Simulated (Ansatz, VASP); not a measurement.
**Ga3CuAs3Cl: VASP beside Ansatz**

Aim: how closely do two programs agree when they are given the same cell, functional and k mesh? The cell is generated by rule, not measured, and may not be a known phase. The cell is taken from a series of runs on this material, whose earlier steps may have relaxed, scaled, displaced or heated it; both programs get it as it stands.

Method: plane waves, with VASP 6.6.1 beside it; single point at PBEsol, in Ansatz 0.2.0.

The structure was built from a prototype and need not be the compound's stable phase.

## Step 1: The structure

The structure is monoclinic, space group Pm (No. 6). Conventional cell: a = 3.994 Å, b = 4.073 Å, c = 11.071 Å, α = 90.00°, β = 90.00°, γ = 90.00°. Nearest to As lie 4 Ga at 2.41 to 2.50 Å. Nearest to As lie 4 Ga at 2.42 to 2.50 Å. Nearest to As lie 2 Cu at 2.35 Å and 2 Ga at 2.42 to 2.43 Å. Nearest to Cl lie 1 Cu at 2.11 Å and 2 Ga at 2.44 Å. Nearest to Cu lie 1 Cl at 2.11 Å and 2 As at 2.35 Å. Nearest to Ga lie 2 As at 2.41 to 2.42 Å and 2 Cl at 2.44 Å. Farther neighbours and most contacts between anions are not listed.

## Step 2: VASP: single point, PBEsol

A single point gives forces, pressure and levels at one fixed geometry, so differences don't come from the geometry; what else differs is listed under the comparison.

Lines of VASP's logs that name or quote its potential files are left out, and so is its time.

The input, INCAR:

```
SYSTEM = Ga3CuAs3Cl
PREC = Accurate
ENCUT = 600
EDIFF = 1E-06
NELM = 120
ISMEAR = 1
SIGMA = 0.2
LREAL = .FALSE.
ALGO = Normal
GGA = PS
NBANDS = 44
LASPH = .TRUE.
LORBIT = 11
LWAVE = .FALSE.
LCHARG = .FALSE.
ISIF = 2
GGA_COMPAT = .FALSE.
KPAR = 2
```

The input, POSCAR:

```
Ga3CuAs3Cl
1.0
    2.8244914758      2.8244914758      0.0000000000
   -2.8797628627      2.8797628627      0.0000000000
    0.0000000000      0.0000000000     11.0712925074
As Cl Cu Ga
3 1 1 3
Direct
    0.4903472417      0.0000000000      0.1222399209
    0.9938337315      0.5000000000      0.3778758987
    0.4823259949      0.0000000000      0.6327921183
    0.9372034860      0.5000000000      0.8784198061
    0.6126567576      0.5000000000      0.7279564264
    0.9888354372      0.0000000000      0.9990370141
    0.4931644705      0.5000000000      0.2533311895
    0.9832425728      0.0000000000      0.5083476258
```

The input, KPOINTS:

```
Automatic mesh
0
Gamma
12 12 4
0 0 0
```

Potentials, in the order of the species: As, Cl, Cu and Ga_d (PBE family, release 64).

Launch:

```console
> mpirun -np 2 vasp_std
```

Numbers of over 12 decimals in the logs are rounded to 6 here.

Log:

```text
[banner, memory and clock lines left out]
running    2 mpi-ranks, on    1 nodes
 distrk:  each k-point on    1 cores,    2 groups
 distr:  one band on    1 cores,    1 groups

 POSCAR found type information on POSCAR AsClCuGa
 POSCAR found :  4 types and       8 ions
|                                                                             |
|               ----> ADVICE to this user running VASP <----                  |
|                                                                             |
|     You enforced a specific xc type in the INCAR file but a different       |
|     [... a line on the potential file left out ...]
|     I HOPE YOU KNOW WHAT YOU ARE DOING!                                     |
|                                                                             |

 LDA part: xc-table for (Slater+PW92), standard interpolation
 POSCAR, INCAR and KPOINTS ok, starting setup
 FFT: planning ... GRIDC
 FFT: planning ... GRID_SOFT
 FFT: planning ... GRID
 WAVECAR not read
 entering main loop
       N       E                     dE             d eps       ncg     rms          rms(c)
DAV:   1     0.707719470967E+03    0.70772E+03   -0.34925E+04 16944   0.246E+03
DAV:   2     0.977629076187E+02   -0.60996E+03   -0.59180E+03 16428   0.626E+02
DAV:   3    -0.247518850925E+02   -0.12251E+03   -0.11846E+03 19380   0.209E+02
DAV:   4    -0.348426920955E+02   -0.10091E+02   -0.99390E+01 22272   0.577E+01
DAV:   5    -0.352042666914E+02   -0.36157E+00   -0.35971E+00 21916   0.109E+01    0.130E+01
DAV:   6    -0.355588542007E+02   -0.35459E+00   -0.55202E+01 21084   0.881E+01    0.986E+00
DAV:   7    -0.330338447279E+02    0.25250E+01   -0.10332E+01 21632   0.714E+01    0.520E+00
DAV:   8    -0.334601594173E+02   -0.42631E+00   -0.66440E+00 24128   0.335E+01    0.621E+00
DAV:   9    -0.333083281968E+02    0.15183E+00   -0.81936E+00 22200   0.364E+01    0.274E+00
DAV:  10    -0.331348731723E+02    0.17346E+00   -0.70672E-01 22880   0.177E+01    0.818E-01
DAV:  11    -0.331320999981E+02    0.27732E-02   -0.16245E-01 23880   0.404E+00    0.175E-01
DAV:  12    -0.331331115242E+02   -0.10115E-02   -0.17041E-02 24296   0.979E-01    0.133E-01
DAV:  13    -0.331331965224E+02   -0.84998E-04   -0.79078E-04 21248   0.193E-01    0.115E-01
DAV:  14    -0.331329994286E+02    0.19709E-03   -0.80370E-04 22168   0.513E-01    0.207E-02
DAV:  15    -0.331330147819E+02   -0.15353E-04   -0.29126E-04 23664   0.163E-01    0.221E-02
DAV:  16    -0.331330091457E+02    0.56362E-05   -0.64794E-05 21152   0.131E-01    0.514E-03
DAV:  17    -0.331330108969E+02   -0.17512E-05   -0.11565E-05 20140   0.219E-02    0.647E-03
DAV:  18    -0.331330102250E+02    0.67182E-06   -0.24382E-06 12804   0.309E-02
   1 F= -.33133010E+02 E0= -.33133034E+02  d E =0.721554E-04
```

Parts of OUTCAR (step 2):

```text
ion  position               nearest neighbor table
   1  0.490  0.000  0.122-   6 2.41   6 2.42   7 2.50   7 2.50
   2  0.994  0.500  0.378-   7 2.42   7 2.43   8 2.50   8 2.50
   3  0.482  0.000  0.633-   5 2.35   5 2.35   8 2.42   8 2.43
   4  0.937  0.500  0.878-   5 2.11   6 2.44   6 2.44
   5  0.613  0.500  0.728-   4 2.11   3 2.35   3 2.35
   6  0.989  0.000  0.999-   1 2.41   1 2.42   4 2.44   4 2.44
   7  0.493  0.500  0.253-   2 2.42   2 2.43   1 2.50   1 2.50
   8  0.983  0.000  0.508-   3 2.42   3 2.43   2 2.50   2 2.50

  LATTYP: Found a simple orthorhombic cell.
 ALAT       =     3.9944341519
 B/A-ratio  =     1.0195686152
 C/A-ratio  =     2.7716798141

 Subroutine GETGRP returns: Found  2 space group operations
 (whereof  2 operations were pure point group operations)

The static configuration has the point symmetry C_1h.

 Found    182 irreducible k-points:

   k-points           NKPTS =    182   k-points in BZ     NKDIM =    182   number of bands    NBANDS=     44

   dimension x,y,z NGX =    32 NGY =   36 NGZ =   90
   dimension x,y,z NGXF=    64 NGYF=   72 NGZF=  180

   ENCUT  =  600.0 eV  44.10 Ry    6.64 a.u.   7.98  8.13 22.11*2*pi/ulx,y,z

   NELECT =      72.0000    total number of electrons

 k-points in reciprocal lattice and weights: Automatic mesh
   0.00000000  0.00000000  0.00000000       0.002
   0.08333333  0.00000000  0.00000000       0.003
   0.16666667  0.00000000  0.00000000       0.003
   0.25000000  0.00000000  0.00000000       0.003
   0.33333333  0.00000000  0.00000000       0.003
   0.41666667  0.00000000  0.00000000       0.003
   0.50000000  0.00000000  0.00000000       0.002
   0.00000000  0.08333333  0.00000000       0.003
   0.08333333  0.08333333  0.00000000       0.007
[...]
0.41666667  0.50000000  0.50000000       0.003
   0.50000000  0.50000000  0.50000000       0.002

 average (electrostatic) potential at core
       1 -50.9172       2 -50.3480       3 -49.7848       4 -94.0371       5 -66.6974
       6 -67.2345       7 -66.5940       8 -66.0058

 E-fermi :   4.0833

 k-point     1 :       0.0000    0.0000    0.0000
  band No.  band energies     occupation
    ...
     32       2.2673      2.00000
     33       2.3823      2.00000
     34       2.8295      2.00000
     35       3.3402      2.00000
     36       3.8033      2.06353
     37       4.3138     -0.06915
     38       4.8990     -0.00000
     39       5.0178     -0.00000
     40       5.8898     -0.00000
     41       6.1019     -0.00000
    ...

 k-point     2 :       0.0833    0.0000    0.0000
  band No.  band energies     occupation
    ...
     32       2.0240      2.00000
     33       2.4074      2.00000
     34       2.5377      2.00000
     35       3.3368      2.00000
     36       3.9857      1.72669
     37       4.3202     -0.07039
     38       5.0705     -0.00000
     39       5.4181     -0.00000
     40       5.9665     -0.00000
     41       6.3973     -0.00000
    ...

 k-point     3 :       0.1667    0.0000    0.0000
  band No.  band energies     occupation
    ...
     32       1.9813      2.00000
     33       2.3140      2.00000
     34       2.4747      2.00000
     35       3.2386      2.00000
     36       4.1169      0.71967
     37       4.3363     -0.07044
     38       5.2243     -0.00000
     39       5.8630     -0.00000
     40       6.5046     -0.00000
     41       7.0636     -0.00000
    ...

  Total        0.2146312      0.2146312      1.7875389      0.9618839      0.4331744      0.4331744
  in kB        1.9093175      1.9093175     15.9015980      8.5567319      3.8534350      3.8534350
  external PRESSURE =       6.5734110 kB  Pullay stress =       0.0000000 kB

  energy-cutoff  :      600.00
  volume of cell :      180.10
      direct lattice vectors                 reciprocal lattice vectors
     2.824491476  2.824491476  0.000000000     0.177023016  0.177023016  0.000000000
    -2.879762863  2.879762863  0.000000000    -0.173625407  0.173625407  0.000000000
     0.000000000  0.000000000 11.071292507     0.000000000  0.000000000  0.090323691

 POSITION                                       TOTAL-FORCE (eV/Angst)
 -----------------------------------------------------------------------------------
      1.38498      1.38498      1.35335        -0.023564     -0.023564      0.022142
      1.36719      4.24696      4.18357        -0.009511     -0.009511     -0.016414
      1.36233      1.36233      7.00583         0.116140      0.116140      0.209398
      1.20724      4.08700      9.72524         0.510917      0.510917      0.744071
      0.29056      3.17033      8.05942        -0.541932     -0.541932     -0.973442
      2.79296      2.79296     11.06063        -0.004686     -0.004686      0.062549
     -0.04694      2.83282      2.80470        -0.011411     -0.011411      0.006479
      2.77716      2.77716      5.62807        -0.035953     -0.035953     -0.054782
 -----------------------------------------------------------------------------------
    total drift:                               -0.000573     -0.000573     -0.000724

  FREE ENERGIE OF THE ION-ELECTRON SYSTEM (eV)
  ---------------------------------------------------
  free  energy   TOTEN  =       -33.1330102250 eV

  energy  without entropy=      -33.1330823804  energy(sigma->0) =      -33.13303428

 total charge
# of ion       s       p       d       tot
------------------------------------------
    1        1.226   1.566   0.031   2.823
    2        1.224   1.560   0.031   2.816
    3        1.214   1.559   0.040   2.813
    4        1.604   3.458   0.000   5.061
    5        0.443   0.337   9.249  10.030
    6        0.953   0.638   9.999  11.590
    7        0.898   0.775   9.990  11.663
    8        0.894   0.777   9.992  11.663
--------------------------------------------------
tot          8.456  10.670  39.333  58.460

[... 3 further parts left out ...]
```

The run ends at a pressure of 0.66 GPa, with forces up to 1.2 eV/Å.

## Step 3: Ansatz: single point, PBEsol

Ansatz runs on its default PAW (the set named soft_2) files.

The same cell, functional, mesh and smearing now go to Ansatz, which takes its cutoff from its data sets.

The input, input.yaml:

```yaml
crystal:
  lattice:
    - [2.8244914758, 2.8244914758, 0.0]
    - [-2.8797628627, 2.8797628627, 0.0]
    - [0.0, 0.0, 11.0712925074]
  atoms:
    - { symbol: As, position: [0.4903472417, 0.0, 0.1222399209] }
    - { symbol: As, position: [-0.0061662685, 0.5, 0.3778758987] }
    - { symbol: As, position: [0.4823259949, 0.0, 0.6327921183] }
    - { symbol: Cl, position: [-0.062796514, 0.5, 0.8784198061] }
    - { symbol: Cu, position: [0.6126567576, 0.5, 0.7279564264] }
    - { symbol: Ga, position: [-0.0111645628, 0.0, 0.9990370141] }
    - { symbol: Ga, position: [0.4931644705, 0.5, 0.2533311895] }
    - { symbol: Ga, position: [-0.0167574272, 0.0, 0.5083476258] }
kpoints:
  mp_grid: { grid: [12, 12, 4] }
hamiltonian:
  xc: pbesol
scf:
  occupations: { method: methfessel_paxton, width: 0.2 }
output:
  forces: true
  stress: true
  eigenvalues: true
```

Launch:

```console
> ansatz run input.yaml --threads 8 --pin off --max-ram 14336MiB --backend cpu --events-out ev --progress --plain --runs-dir out
```

Log:

```text
Engine: ansatz 0.2.0, aarch64-unknown-linux-gnu
Pseudopotentials: kind: paw
Pseudopotential: As, paw, valence charge 15, recommended cutoff 420 eV (normal), As.paw.azcp
Pseudopotential: Cl, paw, valence charge 7, recommended cutoff 420 eV (normal), Cl.paw.azcp
Pseudopotential: Cu, paw, valence charge 19, recommended cutoff 420 eV (normal), Cu.paw.azcp
Pseudopotential: Ga, paw, valence charge 13, recommended cutoff 420 eV (normal), Ga.paw.azcp
Functional definition: PBEsol
  exchange = pbesol_x
  correlation = pbesol_c
Crystal: 8 atoms, lattice volume = 180.105 Å³
Basis set: ecut = 420 eV, 3521 PW (Γ), exchange–correlation on 54×60×150 points (8 copies of the dense FFT grid, shifted against one another)
Bands: 66, of which v1, the nominal top of the filled ones, is band 55 counted from 1 (54 counted from 0)
Symmetry: 2 space group operations
Space group: Pm (ITA 6), of the structure as read, at distance tolerance 5.6e-5 Å
k-points: 182 of 576 (time reversal used)
Non-local potential: As, projectors of the file, l = 0: 2, l = 1: 2, l = 2: 3, l = 3: 1
Non-local potential: Cl, projectors of the file, l = 0: 2, l = 1: 2, l = 2: 2
Non-local potential: Cu, projectors of the file, l = 0: 3, l = 1: 2, l = 2: 3, l = 3: 1
Non-local potential: Ga, projectors of the file, l = 0: 2, l = 1: 2, l = 2: 3, l = 3: 1
PAW form: soft (Blöchl's): semilocal exchange-correlation on the pseudo side does not see the compensation charge
PAW frozen core: As, regenerated for the run's functional, and the local potential with it (the file was generated under x = pbe(κ = 0.804, μ = 0.219515), c = pbe(β = 0.066725))
PAW frozen core: Cl, regenerated for the run's functional, and the local potential with it (the file was generated under x = pbe(κ = 0.804, μ = 0.219515), c = pbe(β = 0.066725))
PAW frozen core: Cu, regenerated for the run's functional, and the local potential with it (the file was generated under x = pbe(κ = 0.804, μ = 0.219515), c = pbe(β = 0.066725))
PAW frozen core: Ga, regenerated for the run's functional, and the local potential with it (the file was generated under x = pbe(κ = 0.804, μ = 0.219515), c = pbe(β = 0.066725))
PAW one-centre angular grid: As, 590 points (default); XC on 64 Gauss nodes
PAW one-centre angular grid: Cl, 110 points (default); XC on 64 Gauss nodes
PAW one-centre angular grid: Cu, 590 points (default); XC on 64 Gauss nodes
PAW one-centre angular grid: Ga, 590 points (default); XC on 64 Gauss nodes
Initial density: superposition of atomic densities (neutral atoms: chi_scale 0, normalization atom), corrected by the library's trained network
Initial wavefunctions: pseudopotential atomic-orbital guess
Functional: x = pbesol(κ = 0.804, μ = 0.123457), c = pbesol(β = 0.046)
SCF iter   1: F=—  HF=-33319.719464 eV  |F-HF|=—  |Δ(HF+E_count)|=         —  Δρ=6.62e-3  dr2=7.51e-2  ethr=1.77e-3  ⟨swp⟩=5.7  Hψ=39776  notcnv=0
preconditioner: auto → LDOS  [metal: Δε(μ)=0.009 eV  Ē_g=12.972 eV  σ=0.200 eV  W_gap=0.04  n_scr=56 (ndim 8)  ℏωp=23.5 eV  f_vac=0.096  D(μ)=1.44/eV (n_scr^D=4)  β→1.0]
SCF iter   2: F=—  HF=-33319.737988 eV  |F-HF|=—  |Δ(HF+E_count)|=   1.85e-2  S|Δr|=    0.00e0  Δρ=1.06e-2  dr2=1.27e-1  ethr=6.83e-5  ⟨swp⟩=2.0  Hψ=24487  notcnv=0  defer=291
SCF iter   3: F=—  HF=-33319.708833 eV  |F-HF|=—  |Δ(HF+E_count)|=   2.92e-2  S|Δr|=    0.00e0  Δρ=4.86e-3  dr2=2.84e-2  ethr=6.83e-5  ⟨swp⟩=2.0  Hψ=21550  notcnv=0  defer=291
SCF iter   4: F=—  HF=-33319.703745 eV  |F-HF|=—  |Δ(HF+E_count)|=   5.09e-3  S|Δr|=    0.00e0  Δρ=1.06e-3  dr2=1.58e-3  ethr=2.58e-5  ⟨swp⟩=2.0  Hψ=15573  notcnv=0
SCF iter   5: F=—  HF=-33319.703374 eV  |F-HF|=—  |Δ(HF+E_count)|=   3.71e-4  S|Δr|=    0.00e0  Δρ=2.43e-4  dr2=8.92e-5  ethr=1.44e-6  ⟨swp⟩=2.0  Hψ=19596  notcnv=0
SCF iter   6: F=—  HF=-33319.703367 eV  |F-HF|=—  |Δ(HF+E_count)|=   7.77e-6  S|Δr|=    0.00e0  Δρ=4.41e-5  dr2=3.54e-6  ethr=8.11e-8  ⟨swp⟩=2.0  Hψ=21103  notcnv=0
SCF iter   7: F=—  HF=-33319.703366 eV  |F-HF|=—  |Δ(HF+E_count)|=   5.52e-7  S|Δr|=    0.00e0  Δρ=2.07e-5  dr2=8.04e-7  ethr=3.22e-9  ⟨swp⟩=2.0  Hψ=17589  notcnv=0
SCF iter   8: F=-33319.703366 eV  HF=-33319.703366 eV  |F-HF|=9.09e-10  |Δ(HF+E_count)|=   5.51e-9  S|Δr|=    0.00e0  Δρ=4.63e-6  dr2=3.57e-8  ethr=9.09e-11  ⟨swp⟩=7.9  Hψ=57406  notcnv=0
SCF 1 converged in 8 iterations: F = -33319.703366 eV  dr2 = 3.57e-8
  greatest PAW one-centre occupation: 1.000 electrons in one spin orbital (limit 2), on the Cu atom at site 4 (counted from 0), in its partial waves of l = 0
SCF converged after 8 iterations
Stability not checked: this state was not tested for a lower state beside it, because cold or Methfessel-Paxton smearing, or corrected tetrahedra, fill the levels in a way that the test cannot read (fill_not_monotonic; see scf.lower_state_search)
Free energy (F): -33319.703366 eV
Harris-Foulkes:  -33319.703366 eV  (|F-HF|=9.09e-10)
Internal energy: -33319.703518 eV  (E = F + TS)
E sigma→0 (E₀):  -33319.703404 eV
Entropy (-TS):   0.000153 eV (0.019 meV/atom)
Fermi energy:    8.045344 eV
Step filling:    the computed levels leave a gap of 0.0032 eV = 0.0 smearing widths at the electron count; against every level under it full and every level over it empty, smearing changes F+E_penalty+E_count by -0.469 meV and its σ→0 estimate by -0.507 meV
--- Per-component energies (eV) ---
  E_band       = -1518.186066
  E_kinetic    = 1117.787547
  E_local      = -18416.459451  (includes V_loc(G=0)·N_el)
  E_nonlocal   = -300.395471
  E_hartree    = 8861.272091
  E_xc         = -634.604192
  E_vxc        = -646.084477  (∫ρ·V_xc dr)
  E_paw        = -13500.047008  (= ΣΔE_a)
  E_vpaw       = -995.579905  (= ΣTr[D̂ρ^β])
  E_aug_tail   = 0.000011  (compensation charges beyond the density's cutoff)
  E_ewald      = -10453.029898
  E_core_change = 5.772854  (= ΣΔE_core)
  E_smearing   = 0.000153  (= −TS)
  E_closure    = 0.000000  (closes the sum)
  Σ components = -33319.703366   (vs F -33319.703366, Δ=0.00e0)
--- Forces (eV/Å), atoms counted from 1 ---
  atom   1  As    -0.02396901    -0.02396901     0.01915334
  atom   2  As    -0.00932190    -0.00932190    -0.01960715
  atom   3  As     0.12640776     0.12640776     0.21883467
  atom   4  Cl     0.48659074     0.48659074     0.70862812
  atom   5  Cu    -0.52558315    -0.52558315    -0.95239597
  atom   6  Ga    -0.00503546    -0.00503546     0.06839012
  atom   7  Ga    -0.01156807    -0.01156807     0.00942042
  atom   8  Ga    -0.03750703    -0.03750703    -0.05237484
  max |Σ_I F_I| component: 4.87e-5 eV/Å
--- Stress (GPa, compression-positive) ---
        0.034017       0.861441       0.339940
        0.861441       0.034017       0.339940
        0.339940       0.339940       1.411919
  P = ⅓ Tr σ = 0.4933 GPa (4.933 kbar)
--- Band table (eV; the first three rows and the last of 182) ---
  k-point 0: bands = [... 51 lower, 6.3484, 6.7899, 7.3037, 7.7684, 8.2739, 8.8625, 8.9869, 9.8568, ... 7 higher]
  k-point 1: bands = [... 51 lower, 6.4302, 6.5737, 7.2787, 8.1287, 8.1749, 8.8972, 8.9849, 9.7812, ... 7 higher]
  k-point 2: bands = [... 51 lower, 6.4505, 6.5141, 7.2671, 8.0742, 8.4249, 8.8852, 9.0463, 9.7585, ... 7 higher]
  k-point 181: bands = [... 51 lower, 5.7282, 5.7554, 6.0938, 6.3023, 8.9960, 9.1959, 10.1167, 10.1525, ... 7 higher]
```

The run ends at a pressure of 0.49 GPa, with forces up to 1.2 eV/Å.

## Step 4: Side by side

Known differences besides the potentials themselves: the data sets hold 110 valence electrons in Ansatz (on its default PAW (the set named soft_2) files) and 72 in VASP; the cutoff is 420 eV in Ansatz and 600 eV in VASP; Ansatz makes its cores anew for this functional, VASP keeps those of its PBE data sets. Total energies have different zeros and are not compared.

Both answers:

| quantity | Ansatz | VASP | difference |
| --- | --- | --- | --- |
| pressure (GPa) | 0.49 | 0.66 | -0.16 |

Forces (eV/Å; atoms numbered as in POSCAR):

| atom | Ansatz x, y, z | VASP x, y, z |
| --- | --- | --- |
| As1 | -0.024, -0.024, 0.019 | -0.024, -0.024, 0.022 |
| As2 | -0.009, -0.009, -0.020 | -0.010, -0.010, -0.016 |
| As3 | 0.126, 0.126, 0.219 | 0.116, 0.116, 0.209 |
| Cl4 | 0.487, 0.487, 0.709 | 0.511, 0.511, 0.744 |
| Cu5 | -0.526, -0.526, -0.952 | -0.542, -0.542, -0.973 |
| Ga6 | -0.005, -0.005, 0.068 | -0.005, -0.005, 0.063 |
| Ga7 | -0.012, -0.012, 0.009 | -0.011, -0.011, 0.006 |
| Ga8 | -0.038, -0.038, -0.052 | -0.036, -0.036, -0.055 |

The forces differ by 13 meV/Å r.m.s., which is 3.8 % of the r.m.s. force of 0.335 eV/Å (both taken over all components).

## Step 5: Further runs

Further runs change the set-up of one program: Ansatz's method, potentials or start, or VASP's data sets, cutoff or form of LDA. The table gives Ansatz less VASP for each quantity, since a change that brings one quantity closer may part another.

| run | r.m.s. force difference (meV/Å) | pressure (GPa) |
| --- | --- | --- |
| as above | 13 | -0.16 |
| VASP with the data sets As_d, Cl, Cu_sv_GW and Ga_d and a cutoff of 700 eV | 3.8 | 0.29 |

## Step 6: Outcome

```yaml
r_m_s_force_difference_single_point_pbesol: 3.8 % of the r.m.s. force
```

In words: The r.m.s. force difference is 3.8 % of the r.m.s. force (single point, PBEsol), beyond the 3 % picked in this series as the mark of a large difference. The data sets hold unlike numbers of valence electrons (110 in Ansatz and 72 in VASP), so part of the differences comes from the potentials. Single point, PBEsol, VASP with the data sets As_d, Cl, Cu_sv_GW and Ga_d and a cutoff of 700 eV: r.m.s. force difference goes from 13 to 3.8 meV/Å; the difference in pressure goes from -0.16 to 0.29 GPa. How closely two codes agree says nothing of how well the functional describes the real material.

[Lines on the potential files, build, host, timing and source positions are cut from VASP's logs without a mark.]

[Logs are printed without paths, hosts, clocks, repeated set-up lines and the standing remarks that a program may print on its own settings, such as how far it seeks lower states.]

[Hosts, paths, dates, database ids (printed as entryN), source tags and the programs' standing remarks are cut or masked in the printed files.]
